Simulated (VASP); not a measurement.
The system is ZrC.

```
Zr C
1.0
     3.34462    0.00000    0.00000
     1.67231    2.89652    0.00000
     1.67231    0.96551    2.73087
Zr C
1 1
Cartesian
  3.3446 1.9310 1.3654
  0.0000 0.0000 0.0000
```

| Quantity | Value |
| --- | --- |
| Program | VASP 6.6.1 |
| Task | relaxation of cell and atoms |
| Functional | revPBE |
| Dispersion | D3(BJ) |
| Potentials or basis | VASP PAW PBE potentials, release 64 (Zr_sv, C) |
| Cutoff | 600 eV |
| k mesh | 7 × 7 × 7 |
| Occupations | methfessel-paxton, width 0.01 eV |
| Spin | no spin polarisation |

At the start: pressure -9.9 GPa; volume 13.23 Å³/atom.

Q: How do energy, volume and symmetry change on relaxing?

A: Over 3 steps the energy falls by 19.1 meV/atom and the volume is 12.64 Å³/atom (-4.4 %); space group Fm-3m (No. 225, to 0.05 Å).

Step by step:
```tsv
step	energy change (eV)	largest force (eV/Å)	pressure (GPa)	volume (Å³)
1	0.0000	0.0000	-9.87	26.46
2	0.0693	0.0000	20.31	23.46
3	-0.0382	0.0000	-0.21	25.29
```

Final structure:
```xyz
2
Lattice="3.2947 0.0000 0.0000 1.6473 2.8533 0.0000 1.6473 0.9511 2.6901" Properties=species:S:1:pos:R:3 pbc="T T T"
Zr    3.2947    1.9022    1.3450
C     0.0000    0.0000    0.0000
```

Caveat: the PAW data sets were made with another functional, which shifts forces and pressure a little; pairwise dispersion overbinds metals, which lowers pressure and volume.
